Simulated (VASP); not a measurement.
Given:

```
CELL_PARAMETERS angstrom
      3.17962     0.00000     0.00000
     -1.58981     2.75363     0.00000
      0.00000     0.00000     5.12541
ATOMIC_POSITIONS crystal
  Zr 0.33333 0.66667 0.25000
  Zr 0.66667 0.33333 0.75000
```

Method: PBEsol GGA, VASP's PBE PAW potentials (set 64) (plane waves; VASP). Numerical set-up: 400 eV cut-off, Gaussian smearing of 0.050 eV, potentials Zr_sv.

**Question.** Give the energies of bands 9 to 15 at the high-symmetry points, in eV from the Fermi level.

**Answer.** 
```json
[
 {"band": "9", "Γ": "-5.76", "M": "-2.73", "K": "-2.25", "A": "-4.04", "L": "-3.02", "H": "-1.55"},
 {"band": "10", "Γ": "-3.18", "M": "-2.60", "K": "-1.36", "A": "-4.04", "L": "-3.02", "H": "-1.55"},
 {"band": "11", "Γ": "0.85", "M": "-2.31", "K": "-1.36", "A": "-0.04", "L": "-1.19", "H": "-1.34"},
 {"band": "12", "Γ": "0.85", "M": "-0.12", "K": "-1.15", "A": "-0.04", "L": "-1.19", "H": "-1.34"},
 {"band": "13", "Γ": "0.89", "M": "0.56", "K": "0.21", "A": "0.78", "L": "1.75", "H": "-0.01"},
 {"band": "14", "Γ": "1.20", "M": "0.72", "K": "0.21", "A": "0.78", "L": "1.75", "H": "-0.01"},
 {"band": "15", "Γ": "1.56", "M": "1.43", "K": "1.79", "A": "0.78", "L": "2.29", "H": "2.03"}
]
```

It has no gap at this level: it comes out as a metal or semimetal.

The structure comes from a measured Zr entry (P6_3/mmc) of the Crystallography Open Database, whose conditions weren't checked. It was relaxed first.
